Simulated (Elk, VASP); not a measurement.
An input for Elk (LDA (PW92), all-electron FP-LAPW, Elk's shipped species files, APW+lo basis with extra local orbitals):

```
tasks
  0

rgkmax
  7.5

gmaxvr
  16.0

nxlo
  2

lorbcnd
  .true.

lmaxi
  3

swidth
  0.00367493

maxscl
  100

avec
    0.0000000000    5.3408309008    5.3408309008
    5.3408309008    0.0000000000    5.3408309008
    5.3408309008    5.3408309008    0.0000000000

sppath
  'species/'

atoms
  2
  'Be.in'
  5
  0.2500000000  0.2500000000  0.2500000000    0.0 0.0 0.0
  0.6255700000  0.6255700000  0.1232900000    0.0 0.0 0.0
  0.6255700000  0.1232900000  0.6255700000    0.0 0.0 0.0
  0.6255700000  0.6255700000  0.6255700000    0.0 0.0 0.0
  0.1232900000  0.6255700000  0.6255700000    0.0 0.0 0.0
  'Co.in'
  1
  0.0000000000  0.0000000000  0.0000000000    0.0 0.0 0.0

ngridk
  8 8 8
```

**Question.** Translate it to VASP.

**Answer.** One set of files that does it:

File KPOINTS:
```
Regular mesh
0
G
 8 8 8
0 0 0
```

INCAR:
```
ALGO  =  Normal
EDIFF  =  1E-6
ENCUT  =  300
ISIF  =  2
ISMEAR  =  -1
LASPH  =  .TRUE.
LCHARG  =  .FALSE.
LMAXMIX  =  4
LREAL  =  .FALSE.
LWAVE  =  .FALSE.
NELM  =  100
PREC  =  Accurate
SIGMA  =  0.1
SYSTEM  =  Be5Co
```

POSCAR:
```
Be5Co
1
    0.0000000000     2.8262460000     2.8262460000
    2.8262460000     0.0000000000     2.8262460000
    2.8262460000     2.8262460000     0.0000000000
Be Co
5 1
Direct
  0.2500000000   0.2500000000   0.2500000000
  0.6255700000   0.6255700000   0.1232900000
  0.6255700000   0.1232900000   0.6255700000
  0.6255700000   0.6255700000   0.6255700000
  0.1232900000   0.6255700000   0.6255700000
  0.0000000000   0.0000000000   0.0000000000
```

POTCAR, in this order: Be Co (LDA.64 set). Program: vasp_std.

Both are inputs of real runs that ended normally. What can't carry over is the choice of potentials or basis and its cut-off, and each code's defaults.

VASP also gives the stress here, which the Elk input doesn't ask for.

VASP's LDA is the Perdew-Zunger fit; the other code's may be Perdew-Wang, which differs slightly.

The structure comes from a computed database's Be5Co entry (F-43m); how it stands against other phases isn't given here. The cell was not relaxed at this level, and its volume differs by -5.9 % from the start's.
